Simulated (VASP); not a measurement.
Output of a VASP run:

OSZICAR:
```
       N       E                     dE             d eps       ncg     rms          rms(c)
DAV:   1     0.187640321843E+03    0.18764E+03   -0.13112E+04  5896   0.211E+03
DAV:   2     0.769069102718E+01   -0.17995E+03   -0.17806E+03  5882   0.411E+02
DAV:   3    -0.853748502869E+01   -0.16228E+02   -0.16073E+02  6762   0.132E+02
DAV:   4    -0.900819431438E+01   -0.47071E+00   -0.46860E+00  6762   0.249E+01
DAV:   5    -0.902531731110E+01   -0.17123E-01   -0.17121E-01  7880   0.423E+00    0.261E+00
DAV:   6    -0.899398132978E+01    0.31336E-01   -0.37871E-02  7696   0.308E+00    0.143E+00
DAV:   7    -0.898164395165E+01    0.12337E-01   -0.21648E-02  7714   0.221E+00    0.158E-01
DAV:   8    -0.898107911368E+01    0.56484E-03   -0.19994E-03  6936   0.724E-01    0.301E-02
DAV:   9    -0.898108366546E+01   -0.45518E-05   -0.48760E-05  7454   0.723E-02    0.132E-02
DAV:  10    -0.898108393892E+01   -0.27346E-06   -0.38127E-06  5654   0.256E-02
   1 F= -.89810839E+01 E0= -.89809264E+01  d E =-.898108E+01
       N       E                     dE             d eps       ncg     rms          rms(c)
DAV:   1    -0.898152001166E+01   -0.43635E-03   -0.98053E-03  6432   0.173E+00    0.111E-01
DAV:   2    -0.898117303440E+01    0.34698E-03   -0.65437E-04  7208   0.455E-01    0.497E-02
DAV:   3    -0.898109252288E+01    0.80512E-04   -0.24897E-04  7676   0.269E-01    0.706E-03
DAV:   4    -0.898108882230E+01    0.37006E-05   -0.10633E-05  6386   0.424E-02    0.208E-03
DAV:   5    -0.898108850477E+01    0.31753E-06   -0.38694E-07  3104   0.809E-03
   2 F= -.89810885E+01 E0= -.89809321E+01  d E =-.456585E-05
```

**OUTCAR**
```
------------------------ aborting loop because EDIFF is reached ----------------------------------------
  FORCE on cell =-STRESS in cart. coord.  units (eV):
  Direction    XX          YY          ZZ          XY          YZ          ZX
  --------------------------------------------------------------------------------------
  Total        0.0155089      0.0155089      0.0119268      0.0000000      0.0000000      0.0000000
  in kB        0.4754844      0.4754844      0.3656617      0.0000000      0.0000000      0.0000000
  external PRESSURE =       0.4388768 kB  Pullay stress =       0.0000000 kB
  volume of cell :       52.26
      direct lattice vectors                 reciprocal lattice vectors
    -2.888335370  2.888335370  1.566027043     0.000000000  0.173110091  0.319279288
     2.888335370 -2.888335370  1.566027043     0.173110091  0.000000000  0.319279288
     2.888335370  2.888335370 -1.566027043     0.173110091  0.173110091  0.000000000
 POSITION                                       TOTAL-FORCE (eV/Angst)
 -----------------------------------------------------------------------------------
      0.00000      2.88834      0.78301        -0.000000     -0.000000     -0.000000
      0.00000      0.00000      3.13205         0.000000      0.000000      0.000000
 -----------------------------------------------------------------------------------
    total drift:                                0.000000     -0.000000      0.000000
  FREE ENERGIE OF THE ION-ELECTRON SYSTEM (eV)
  ---------------------------------------------------
  free  energy   TOTEN  =        -8.9810885048 eV

  energy  without entropy=       -8.9806192299  energy(sigma->0) =       -8.98093208

 reached required accuracy - stopping structural energy minimisation
```
(Selected blocks of OUTCAR.)

### POSCAR
```
Sn
1
   -2.8897356671     2.8897356671     1.5663401142
    2.8897356671    -2.8897356671     1.5663401142
    2.8897356671     2.8897356671    -1.5663401142
Sn
2
Direct
  0.7500000000   0.2500000000   0.5000000000
  0.0000000000   0.0000000000   0.0000000000
```

Write an INCAR and KPOINTS that could have produced this output.

Several could match; the one computed here: the input of the run itself, LDA (Ceperley-Alder, Perdew-Zunger), plane waves, VASP's LDA PAW potentials (set 64).

**INCAR**
```
SYSTEM = Sn
PREC = Accurate; ENCUT = 400; LREAL = .False.
LASPH = .True.
EDIFF = 1E-6; NELM = 100; ALGO = Normal
LMAXMIX = 4
ISMEAR = 1; SIGMA = 0.1
IBRION = 2; NSW = 60; ISIF = 3
EDIFFG = -0.01
LWAVE = .False.; LCHARG = .False.
```

File KPOINTS:
```
Automatic mesh
0
gamma
  12 12 12
0 0 0
```

POTCAR, in this order: Sn_d (LDA.64 set). Program: vasp_std.

The structure comes from a computed database's Sn entry (I4_1/amd); how it stands against other phases isn't given here. This run relaxes it. Symmetry was kept, so distortions that lower it aren't found. The start is the result of an earlier pass.
